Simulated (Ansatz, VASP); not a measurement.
# Two plane-wave programs on Be2ZnTe5

INCAR

```
SYSTEM = Be2ZnTe5
ALGO = Normal ; EDIFF = 1E-6
EDIFFG = -0.08 ; ENCUT = 600
GGA = PE ; IBRION = 2
ISIF = 3 ; ISMEAR = 0
LASPH = .True. ; LCHARG = .False.
LREAL = .False. ; LWAVE = .False.
NELM = 80 ; NSW = 36
PREC = Accurate ; SIGMA = 0.2
```

KPOINTS

```
k-points
0
Gamma
  3 3 3
  0 0 0
```

Contents of POSCAR:

```
Be2ZnTe5
1.0
    5.7700000000      0.0000000000      0.0000000000
    0.0000000000      5.7700000000      0.0000000000
    0.0000000000      0.0000000000      5.7700000000
Be Zn Te
2 1 5
Direct
    0.5000000000      0.0000000000      0.5000000000
    0.0000000000      0.5000000000      0.5000000000
    0.0000000000      0.0000000000      0.0000000000
    0.2300000000      0.2300000000      0.2700000000
    0.2300000000      0.7700000000      0.7300000000
    0.7700000000      0.2300000000      0.7300000000
    0.7700000000      0.7700000000      0.2700000000
    0.5000000000      0.5000000000      0.0000000000
```

Input for Ansatz:

```yaml
crystal:
  lattice:
    - [5.77, 0.0, 0.0]
    - [0.0, 5.77, 0.0]
    - [0.0, 0.0, 5.77]
  atoms:
    - { symbol: Be, position: [0.5, 0.0, 0.5] }
    - { symbol: Be, position: [0.0, 0.5, 0.5] }
    - { symbol: Zn, position: [0.0, 0.0, 0.0] }
    - { symbol: Te, position: [0.23, 0.23, 0.27] }
    - { symbol: Te, position: [0.23, 0.77, 0.73] }
    - { symbol: Te, position: [0.77, 0.23, 0.73] }
    - { symbol: Te, position: [0.77, 0.77, 0.27] }
    - { symbol: Te, position: [0.5, 0.5, 0.0] }
basis:
  ecutwfc: 420
kpoints:
  mp_grid: { grid: [3, 3, 3] }
hamiltonian:
  xc: pbe
scf:
  occupations: { method: gaussian, width: 0.2 }
  lower_state_search: "off"
output:
  forces: true
  stress: true
  eigenvalues: true
relax:
  adjacent_minimum: "off"
  f_tol: 0.08
  max_steps: 16
  cell: { stress_tol: 0.8 }
```

Alike in both runs: task relaxation of cell and atoms; functional PBE; k mesh 3 × 3 × 3; occupations gaussian, width 0.2 eV; no spin polarisation.

|  | VASP | Ansatz |
| --- | --- | --- |
| version | VASP 6.6.1 | Ansatz 0.2.0 |
| potentials or method | VASP PAW PBE potentials, release 64 (Be, Zn, Te) | scalar-relativistic, plane waves, PAW |
| plane-wave cutoff (eV) | 600 | 420 |
| valence electrons in the cell | 46 | 96 |

|  | VASP | Ansatz | Ansatz less VASP |
| --- | --- | --- | --- |
| gap on the k mesh at the Fermi level, each at its own relaxed structure (eV) | none | none | - |
| relaxed volume (Å³/atom) | 29.44 | 29.55 | +0.113 |
| relaxed cell length with the largest relative difference (Å) | 6.808 | 6.696 | -0.1121 |
| energy change over the relaxation (meV/atom) | -385 | -380 | +4.4 |

A gap of «none» marks a metal or a gap that the smearing closes. The two sets of potentials don't hold the same shells in valence.

Caveats: the k mesh is coarse (spacing up to 0.36 Å⁻¹), so the values aren't converged; the volume moved by over 15 % at a fixed basis, so the end points are rough (VASP). Spin-orbit coupling is left out, which matters for the levels of Te.
